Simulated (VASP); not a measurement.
Output of a VASP run:

**OSZICAR**
```
       N       E                     dE             d eps       ncg     rms          rms(c)
DAV:   1     0.136215279177E+02    0.13622E+02   -0.35371E+03   464   0.794E+02
DAV:   2    -0.886149832103E+01   -0.22483E+02   -0.22186E+02   672   0.946E+01
DAV:   3    -0.936705879009E+01   -0.50556E+00   -0.50556E+00   560   0.175E+01
DAV:   4    -0.936902771409E+01   -0.19689E-02   -0.19689E-02   752   0.125E+00
DAV:   5    -0.936902944435E+01   -0.17303E-05   -0.17303E-05   584   0.276E-02    0.511E+00
DAV:   6    -0.912942354804E+01    0.23961E+00   -0.52057E-01   520   0.338E+00    0.318E+00
DAV:   7    -0.908377836995E+01    0.45645E-01   -0.18153E-01   632   0.222E+00    0.123E+00
DAV:   8    -0.908211090669E+01    0.16675E-02   -0.13672E-02   552   0.727E-01    0.120E-01
DAV:   9    -0.908225703632E+01   -0.14613E-03   -0.42416E-04   680   0.159E-01    0.782E-02
DAV:  10    -0.908242551736E+01   -0.16848E-03   -0.25277E-04   568   0.118E-01    0.177E-02
DAV:  11    -0.908242573370E+01   -0.21634E-06   -0.16593E-05   656   0.211E-02    0.579E-03
DAV:  12    -0.908242667636E+01   -0.94266E-06   -0.18632E-06   512   0.111E-02
   1 F= -.90824267E+01 E0= -.90824267E+01  d E =-.908243E+01
       N       E                     dE             d eps       ncg     rms          rms(c)
DAV:   1    -0.916132662792E+01   -0.78901E-01   -0.16716E+00   504   0.745E+00    0.139E+00
DAV:   2    -0.911047230051E+01    0.50854E-01   -0.12505E-01   536   0.189E+00    0.713E-01
DAV:   3    -0.909919388227E+01    0.11278E-01   -0.34471E-02   568   0.980E-01    0.200E-01
DAV:   4    -0.909804527596E+01    0.11486E-02   -0.13535E-03   552   0.245E-01    0.124E-01
DAV:   5    -0.909778112904E+01    0.26415E-03   -0.49028E-04   544   0.133E-01    0.696E-02
DAV:   6    -0.909778728431E+01   -0.61553E-05   -0.13804E-05   560   0.279E-02    0.336E-02
DAV:   7    -0.909778830896E+01   -0.10247E-05   -0.45519E-06   544   0.136E-02    0.345E-03
DAV:   8    -0.909778883323E+01   -0.52427E-06   -0.41959E-07   392   0.476E-03
   2 F= -.90977888E+01 E0= -.90977888E+01  d E =-.153622E-01
       N       E                     dE             d eps       ncg     rms          rms(c)
DAV:   1    -0.911376452040E+01   -0.15976E-01   -0.23677E-01   496   0.288E+00    0.527E-01
DAV:   2    -0.910676252762E+01    0.70020E-02   -0.16547E-02   552   0.688E-01    0.273E-01
DAV:   3    -0.910519491907E+01    0.15676E-02   -0.47802E-03   560   0.364E-01    0.850E-02
DAV:   4    -0.910506226663E+01    0.13265E-03   -0.15872E-04   568   0.876E-02    0.569E-02
DAV:   5    -0.910502957877E+01    0.32688E-04   -0.81967E-05   496   0.531E-02    0.264E-02
DAV:   6    -0.910503003045E+01   -0.45168E-06   -0.23070E-06   512   0.120E-02
   3 F= -.91050300E+01 E0= -.91050300E+01  d E =-.226034E-01
```

File OUTCAR:
```
------------------------ aborting loop because EDIFF is reached ----------------------------------------
  FORCE on cell =-STRESS in cart. coord.  units (eV):
  Direction    XX          YY          ZZ          XY          YZ          ZX
  --------------------------------------------------------------------------------------
  Total        0.0017007      0.0017007      0.0017007     -0.0000000     -0.0000000     -0.0000000
  in kB        0.0643270      0.0643270      0.0643270     -0.0000000     -0.0000000     -0.0000000
  external PRESSURE =       0.0643270 kB  Pullay stress =       0.0000000 kB
  volume of cell :       42.36
      direct lattice vectors                 reciprocal lattice vectors
     0.000000000  2.766777302  2.766777302    -0.180715665  0.180715665  0.180715665
     2.766777302 -0.000000000  2.766777302     0.180715665 -0.180715665  0.180715665
     2.766777302  2.766777302 -0.000000000     0.180715665  0.180715665 -0.180715665
  FREE ENERGIE OF THE ION-ELECTRON SYSTEM (eV)
  ---------------------------------------------------
  free  energy   TOTEN  =        -9.1050300305 eV

  energy  without entropy=       -9.1050300305  energy(sigma->0) =       -9.10503003

 reached required accuracy - stopping structural energy minimisation
```
(Selected blocks of OUTCAR.)

### POSCAR
```
GaP
1
    0.0000000000     2.7250000000     2.7250000000
    2.7250000000     0.0000000000     2.7250000000
    2.7250000000     2.7250000000     0.0000000000
Ga P
1 1
Direct
  0.0000000000   0.0000000000   0.0000000000
  0.2500000000   0.2500000000   0.2500000000
```

Q: Write an INCAR and KPOINTS that could have produced this output.

A: This is not unique; one that fits is the input of the run itself, PBE GGA, plane waves, VASP's PBE PAW potentials (set 64).

INCAR:
```
! general
SYSTEM =GaP
PREC   =Accurate
ENCUT  =480
LREAL  =.FALSE.
LASPH  =.TRUE.

! electronic loop
EDIFF  =1E-6
NELM   =100
ALGO   =Normal
LMAXMIX=4

! smearing
ISMEAR =0
SIGMA  =0.05

! functional
GGA    =PE

! ions
IBRION =2
NSW    =60
ISIF   =3
EDIFFG =-0.01

! output
LWAVE  =.FALSE.
LCHARG =.FALSE.
```

**KPOINTS**
```
Automatic
0
Gamma
8 8 8
```

POTCAR, in this order: Ga P (PBE.64 set). Program: vasp_std.

Energy and stress use the plane-wave basis of the starting cell.

The compound is GaP in the zinc blende structure. This run relaxes it. Symmetry was kept, so distortions that lower it aren't found.
